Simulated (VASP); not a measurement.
Write the native input for VASP 6.6.1 that does the following.

| Item | Value |
| --- | --- |
| Task | density of states |
| Functional | PBE |
| Potentials or basis | VASP PAW PBE potentials, release 64 (Cd, Te, O) |
| Cutoff | 520 eV |
| k mesh | 6 × 6 × 6 |
| Occupations | gaussian, width 0.1 eV |
| Spin | no spin polarisation |
| k mesh for the DOS | 9 × 9 × 9 |
| Occupations for the DOS | tetrahedron |
| Further INCAR settings | ALGO = Normal; EDIFF = 1e-07 |

The system is Cd4TeO3.

```
Cd Te O
1.0
     5.49903    0.00000    0.00000
     0.00000    5.49903    0.00000
     0.00000    0.00000    5.49903
Cd Te O
4 1 3
Direct
  0.71511 0.71511 0.28489
  0.28489 0.71511 0.71511
  0.28489 0.28489 0.28489
  0.71511 0.28489 0.71511
  0.00000 0.00000 0.00000
  0.50000 0.00000 0.50000
  0.00000 0.50000 0.50000
  0.50000 0.50000 0.00000
```

The cell was built by a generator and needn't be a form met in nature.

One way to write it, as run:

POSCAR

```
Cd4TeO3                                 
1.0
    5.4990317740      0.0000000000      0.0000000000
    0.0000000000      5.4990317740      0.0000000000
    0.0000000000      0.0000000000      5.4990317740
  Cd              Te              O             
     4     1     3
Direct
     0.7151149514243338    0.7151149514243338    0.2848850485756663
     0.2848850485756663    0.7151149514243338    0.7151149514243338
     0.2848850485756663    0.2848850485756663    0.2848850485756663
     0.7151149514243338    0.2848850485756663    0.7151149514243338
     0.0000000000000000    0.0000000000000000    0.0000000000000000
     0.5000000000000000    0.0000000000000000    0.5000000000000000
     0.0000000000000000    0.5000000000000000    0.5000000000000000
     0.5000000000000000    0.5000000000000000    0.0000000000000000
```

INCAR.step1

```
SYSTEM = Cd4TeO3
PREC = Accurate
ENCUT = 520
EDIFF = 1E-7
ISMEAR = 0
SIGMA = 0.1
LREAL = .FALSE.
LASPH = .TRUE.
NELM = 100
ALGO = Normal
ISIF = 2
LWAVE = .FALSE.
LCHARG = .TRUE.
GGA = PE
KPAR = 4
```

KPOINTS.step1

```
regular mesh
0
G
  6 6 6
  0 0 0
```

INCAR.step2

```
SYSTEM = Cd4TeO3
PREC = Accurate
ENCUT = 520
EDIFF = 1E-7
ISMEAR = -5
SIGMA = 0.1
LREAL = .FALSE.
LASPH = .TRUE.
NELM = 100
ALGO = Normal
ISIF = 2
LWAVE = .FALSE.
LCHARG = .FALSE.
GGA = PE
LORBIT = 11
KPAR = 4
NEDOS = 2001
ICHARG = 11
```

KPOINTS.step2

```
regular mesh
0
G
  9 9 9
  0 0 0
```

Potentials or basis: VASP PAW PBE potentials, release 64 (Cd, Te, O).

Command:

```sh
$ cat potpaw_PBE.64/Cd/POTCAR potpaw_PBE.64/Te/POTCAR potpaw_PBE.64/O/POTCAR > POTCAR
$ cp INCAR.step1 INCAR
$ cp KPOINTS.step1 KPOINTS
$ mpirun -np 4 vasp_std > vasp.out
$ cp INCAR.step2 INCAR
$ cp KPOINTS.step2 KPOINTS
$ mpirun -np 4 vasp_std > vasp.out
```

Results of the run:

```
Valence electrons inside the program's atomic spheres : Cd 10.25; Te 3.49; O 4.88
```

Wall time 110 s on 4 MPI ranks on Intel(R) Xeon(R) Platinum 8488C (Sapphire Rapids) (shared host), peak memory 0.37 GiB a rank.
